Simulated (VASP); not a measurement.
Output of a VASP run:

OSZICAR:
```
       N       E                     dE             d eps       ncg     rms          rms(c)
DAV:   1     0.238923990690E+03    0.23892E+03   -0.14812E+04  4284   0.206E+03
DAV:   2    -0.460502055785E+01   -0.24353E+03   -0.23785E+03  4284   0.384E+02
DAV:   3    -0.255392813675E+02   -0.20934E+02   -0.20393E+02  6147   0.132E+02
DAV:   4    -0.268446070521E+02   -0.13053E+01   -0.12972E+01  7935   0.297E+01
DAV:   5    -0.268732515924E+02   -0.28645E-01   -0.28613E-01  5937   0.403E+00    0.186E+01
DAV:   6    -0.284179145905E+02   -0.15447E+01   -0.96462E+01  5959   0.247E+02    0.150E+01
DAV:   7    -0.228515752383E+02    0.55663E+01   -0.21212E+01  5238   0.130E+02    0.557E+00
DAV:   8    -0.228601933103E+02   -0.86181E-02   -0.38870E+00  6852   0.316E+01    0.230E+00
DAV:   9    -0.228536120840E+02    0.65812E-02   -0.25210E-01  6690   0.478E+00    0.566E-01
DAV:  10    -0.228528540835E+02    0.75800E-03   -0.12948E-02  7252   0.985E-01    0.516E-01
DAV:  11    -0.228496285365E+02    0.32255E-02   -0.20633E-02  6787   0.422E+00    0.132E-01
DAV:  12    -0.228498213770E+02   -0.19284E-03   -0.42752E-03  6878   0.680E-01    0.987E-02
DAV:  13    -0.228497891460E+02    0.32231E-04   -0.17286E-04  6895   0.164E-01    0.827E-02
DAV:  14    -0.228496698696E+02    0.11928E-03   -0.41044E-04  7070   0.562E-01    0.276E-02
DAV:  15    -0.228496783230E+02   -0.84534E-05   -0.83597E-05  5879   0.768E-02    0.124E-02
DAV:  16    -0.228496775958E+02    0.72725E-06   -0.19216E-06  3845   0.318E-02
   1 F= -.22849678E+02 E0= -.22849786E+02  d E =0.325170E-03
```

**OUTCAR**
```
------------------------ aborting loop because EDIFF is reached ----------------------------------------
  FORCE on cell =-STRESS in cart. coord.  units (eV):
  Direction    XX          YY          ZZ          XY          YZ          ZX
  --------------------------------------------------------------------------------------
  Total       -0.5320378     -0.5320378     -0.3212101      0.0000000     -0.0000000     -0.0000000
  in kB      -12.1464041    -12.1464041     -7.3332156      0.0000000     -0.0000000     -0.0000000
  external PRESSURE =     -10.5420080 kB  Pullay stress =       0.0000000 kB
  volume of cell :       70.18
      direct lattice vectors                 reciprocal lattice vectors
    -1.925410000  1.925410000  4.732590000     0.000000000  0.259684950  0.105650394
     1.925410000 -1.925410000  4.732590000     0.259684950  0.000000000  0.105650394
     1.925410000  1.925410000 -4.732590000     0.259684950  0.259684950  0.000000000
 POSITION                                       TOTAL-FORCE (eV/Angst)
 -----------------------------------------------------------------------------------
      0.00000      0.00000      0.00000         0.000000      0.000000     -0.000000
      0.00000      1.92541      2.36630         0.000000      0.000000     -0.000000
      1.92541      0.00000      2.36630         0.000000      0.000000     -0.000000
      0.00000      0.00000      5.79894         0.000000      0.000000      0.203097
      0.00000      0.00000      3.66624        -0.000000     -0.000000     -0.203097
 -----------------------------------------------------------------------------------
    total drift:                               -0.000000     -0.000000      0.000000
  FREE ENERGIE OF THE ION-ELECTRON SYSTEM (eV)
  ---------------------------------------------------
  free  energy   TOTEN  =       -22.8496775958 eV

  energy  without entropy=      -22.8500027657  energy(sigma->0) =      -22.84978599
```
(Selected blocks of OUTCAR.)

**POSCAR**
```
Li(CuP)2
1
   -1.9254100000     1.9254100000     4.7325900000
    1.9254100000    -1.9254100000     4.7325900000
    1.9254100000     1.9254100000    -4.7325900000
Li Cu P
1 2 2
Direct
  0.0000000000   0.0000000000   0.0000000000
  0.7500000000   0.2500000000   0.5000000000
  0.2500000000   0.7500000000   0.5000000000
  0.6126600000   0.6126600000   0.0000000000
  0.3873400000   0.3873400000   0.0000000000
```

### Question
Reconstruct the remaining input files.

### Answer
Several could match; the one computed here: the input of the run itself, AM05 GGA, plane waves, VASP's PBE PAW potentials (set 64).

INCAR:
```
# general
SYSTEM  = Li(CuP)2
PREC    = Accurate
ENCUT   = 520
LREAL   = .False.
LASPH   = .True.

# electronic loop
EDIFF   = 1E-6
NELM    = 100
ALGO    = Normal
LMAXMIX = 4

# smearing
ISMEAR  = 1
SIGMA   = 0.1

# functional
GGA     = AM

# ions
ISIF    = 2

# output
LWAVE   = .False.
LCHARG  = .False.
```

**KPOINTS**
```
K-points
0
gamma
  10 10 10
```

POTCAR, in this order: Li_sv Cu P (PBE.64 set). Program: vasp_std.

The structure comes from a computed database's Cu2LiP2 entry (I4/mmm); how it stands against other phases isn't given here. The cell was not relaxed at this level. The run is one of a series of settings (GGA = AM against the base run), some of them coarse on purpose. The electron count is odd and the run is not spin-polarised, which forces a metal.
